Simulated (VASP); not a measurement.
```
CoSi2
1.0
    0.00000     2.60433     2.60433
    2.60433     0.00000     2.60433
    2.60433     2.60433     0.00000
Co Si
1 2
Direct
  0.00000   0.00000   0.00000
  0.25000   0.25000   0.25000
  0.75000   0.75000   0.75000
```

The numbers are results of PBE GGA with D3 dispersion (zero damping), VASP's PBE PAW potentials (set 64) (plane waves; VASP 6.6.1), not measurements. Settings: 520 eV cut-off, 10×10×10 Γ-centred mesh, first-order Methfessel-Paxton smearing of 0.10 eV, potentials Co Si.

**Question.** Give the stress tensor in GPa (positive for a compressed cell).

**Answer.** 
```
13.50   0.00   0.00
 0.00  13.50   0.00
 0.00   0.00  13.50
```
The pressure is its mean diagonal, 13.50 GPa.

The compound is CoSi2 in the fluorite structure. This cell is one point of a volume scan, at 0.94 of the reference volume. The run is not spin-polarised, so no magnetic state was tried. The electron count is odd and the run is not spin-polarised, which forces a metal.
